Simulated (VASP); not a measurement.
# SnSe2: equilibrium volume by level of theory

Symmetry: P-3m1, No. 164, trigonal system. The conventional cell has a = 3.842 Å, b = 3.842 Å, c = 6.486 Å, α = 90.00°, β = 90.00°, γ = 120.00°. Sn (site symmetry -3m) has 6 Se at 2.72 Å as nearest neighbours. Se (site symmetry 3m) is surrounded by 3 Sn at 2.72 Å.

The cell is a database's computed one, not the measured one.

| rung | level | program and potentials | cutoff (eV) | k mesh | smearing | equilibrium volume (Å³/atom) | notes |
| --- | --- | --- | --- | --- | --- | --- | --- |
| LDA | LDA | VASP, LDA PAW files Se, Sn_d, 600 eV | 600 | 9 × 9 × 4 | gaussian 0.02 | 24.59 | 8.67 valence electrons an atom on average |
| GGA | PBE | VASP, PBE PAW files Se, Sn_d, 600 eV | 600 | 9 × 9 × 4 | gaussian 0.02 | 30.28 | 8.67 valence electrons an atom on average |
| GGA + dispersion | PBE+D3(BJ) | VASP, PBE PAW files Se, Sn_d, 600 eV | 600 | 9 × 9 × 4 | gaussian 0.02 | 25.56 | 8.67 valence electrons an atom on average |
| GGA | PBEsol | VASP, PBE PAW files Se, Sn, 580 eV | 580 | 9 × 9 × 4 | gaussian 0.02 | 25.86 | potentials made for PBE; 5.33 valence electrons an atom on average |
| GGA | PBEsol | VASP, PBE PAW files Se, Sn_d, 300 eV | 300 | 9 × 9 × 4 | gaussian 0.02 | 25.62 | potentials made for PBE; 8.67 valence electrons an atom on average |
| GGA | PBEsol | VASP, PBE PAW files Se, Sn_d, 600 eV | 600 | 9 × 9 × 4 | gaussian 0.02 | (a) | potentials made for PBE; 8.67 valence electrons an atom on average |

Task: relaxation of cell and atoms. All rows: no spin polarisation. Smearing widths are in eV. Meshes are those of the run's cell of 3 atoms unless a note names another. Relaxations start from the cell shown or near it and stop with a little pressure left. Runs on faulty files, with rough fits or with known faults for this quantity aren't shown. No row holds spin-orbit coupling.

Question: Estimate the value left out from the other rows.

Answer: (a) 25.91 Å³/atom.
